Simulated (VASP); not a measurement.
VASP input:

File POSCAR:
```
HgF
1.0
 -1.8235344579   1.8235344579   5.4897800156
  1.8235344579  -1.8235344579   5.4897800156
  1.8235344579   1.8235344579  -5.4897800156
Hg F
2 2
Direct
  0.8842775200   0.8842775200   0.0000000000
  0.1157224800   0.1157224800   0.0000000000
  0.6876601508   0.6876601508   0.0000000000
  0.3123398492   0.3123398492   0.0000000000
```

### INCAR
```
! general
SYSTEM   =  HgF
PREC     =  Accurate
ENCUT    =  520   ! plane-wave cut-off (eV)
LREAL    =  F   ! projection in real space or not
LASPH    =  T   ! aspherical one-centre terms

! electronic loop
EDIFF    =  1E-7   ! SCF stop (eV)
NELM     =  100
ALGO     =  Normal
LMAXMIX  =  6   ! l cut-off of mixed one-centre charges

! smearing
ISMEAR   =  -5   ! tetrahedra, Bloechl

! functional
GGA      =  PS

! ions
ISIF     =  2

! output
LWAVE    =  F
LCHARG   =  T
LORBIT   =  11
NEDOS    =  601

! other
LEFG     =  T
```

**KPOINTS**
```
K-points
0
gamma
  10 10 10
0 0 0
```

POTCAR, in this order: Hg F (PBE.64 set). Program: vasp_std.

### Question
Translate this PBEsol calculation to Quantum ESPRESSO's pw.x.

### Answer
One equivalent input (not run):
```
&CONTROL
  calculation = 'scf'
  pseudo_dir = './pseudo'
  outdir = './out'
  tprnfor = .true.
  tstress = .true.
/
&SYSTEM
  ibrav = 0
  nat = 4
  ntyp = 2
  ecutwfc = 84
  occupations = 'tetrahedra'
  input_dft = 'pbesol'
/
&ELECTRONS
  conv_thr = 7.3e-09
  electron_maxstep = 100
/
ATOMIC_SPECIES
  Hg 200.592 Hg.upf
  F 18.998 F.upf
CELL_PARAMETERS angstrom
    -1.8235345    1.8235345    5.4897800
     1.8235345   -1.8235345    5.4897800
     1.8235345    1.8235345   -5.4897800
ATOMIC_POSITIONS crystal
  Hg   0.8842775  0.8842775  0.0000000
  Hg   0.1157225  0.1157225  0.0000000
  F    0.6876602  0.6876602  0.0000000
  F    0.3123398  0.3123398  0.0000000
K_POINTS automatic
  10 10 10 0 0 0
```
What does not carry over: the potentials are each code's own (VASP's PAW set, PseudoDojo norm-conserving files in pw.x), so ENCUT and ecutwfc are chosen apart and not converted; conv_thr bounds pw.x's estimated SCF error, while EDIFF bounds the energy change between steps; the field gradients of LEFG aren't asked of the other code.

The structure comes from a computed database's HgF entry (I4/mmm); how it stands against other phases isn't given here. It was relaxed first.
